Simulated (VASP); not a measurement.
Given:

```
CaO
1.0
    0.00000     2.41955     2.41955
    2.41955     0.00000     2.41955
    2.41955     2.41955     0.00000
Ca O
1 1
Direct
  0.00000   0.00000   0.00000
  0.50000   0.50000   0.50000
```

Computed with PBE GGA, VASP's PBE PAW potentials (set 64) (plane waves; VASP). Settings: 520 eV cut-off, Gaussian smearing of 0.050 eV, potentials Ca_sv O.

Question: Predict the band gap (along the path) with the smallest direct gap where there is one.

Answer: 
```json
{
 "band gap (along the path)": "3.64 eV",
 "smallest direct gap (along the path)": "4.02 eV"
}
```

Total energies compare only between runs with the same potentials, cut-off and functional.

The compound is CaO in the rock salt structure. It was relaxed first.
